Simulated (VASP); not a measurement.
Here is the system:

```xyz
2
Lattice="3.1500 0.0000 0.0000 0.0000 3.1500 0.0000 0.0000 0.0000 3.1500" Properties=species:S:1:pos:R:3 pbc="T T T"
Zn     1.5739     1.5265     1.5149
Au     0.0011     0.0485     0.0601
```

Computed with PBEsol GGA, VASP's PBE PAW potentials (set 64) (plane waves; VASP 6.6.1). Settings: 300 eV cut-off, 8×8×8 Γ-centred mesh, first-order Methfessel-Paxton smearing of 0.14 eV, potentials Zn Au.

At this cut-off the stress carries a Pulay error, which pulls relaxed volumes low. Energy and stress use the plane-wave basis of the starting cell.

Question: The ions, cell shape and volume are relaxed. What does this cell relax into?

Answer: 
```xyz
2
Lattice="3.1348 0.0000 0.0000 0.0000 3.1285 0.0001 0.0000 0.0002 3.1220" Properties=species:S:1:pos:R:3 pbc="T T T"
Zn     1.5674     1.5642     1.5605
Au     0.0000     0.0002     0.0005
```
Space group Pm-3m (221), at a tolerance of 0.03 Å.

Question: How do energy and volume change from the first to the last step?

Answer: The energy (σ→0) changes by -23.6 meV/atom and the volume by -2.0 %, in 12 ionic steps.

| step | E(σ→0) (eV) | max force (eV/Å) | pressure (GPa) | volume (Å³) |
|---|---|---|---|---|
| 1 | -5.9201 | 0.558 | -1.74 | 31.26 |
| 2 | -5.9477 | 0.378 | 1.08 | 30.50 |
| 3 | -5.9511 | 0.259 | 3.22 | 30.02 |
| 4 | -5.9646 | 0.046 | 0.85 | 30.45 |
| 5 | -5.9654 | 0.011 | 0.19 | 30.58 |
| 6 | -5.9669 | 0.004 | 0.02 | 30.63 |
| 7 | -5.9672 | 0.006 | -0.20 | 30.67 |
| 8 | -5.9672 | 0.005 | -0.21 | 30.66 |
| 9 | -5.9672 | 0.005 | -0.18 | 30.66 |
| 10 | -5.9673 | 0.004 | 0.07 | 30.60 |
| 11 | -5.9673 | 0.004 | 0.06 | 30.61 |
| 12 | -5.9673 | 0.004 | -0.04 | 30.62 |

The structure comes from a computed database's ZnAu entry; how it stands against other phases isn't given here. In the starting cell atoms are displaced from their ideal sites. This run relaxes it. The run is one of a series of settings (EDIFFG = -0.01, IBRION = 2, ISIF = 3, NSW = 50 against the base run), some of them coarse on purpose. The electron count is odd and the run is not spin-polarised, which forces a metal.
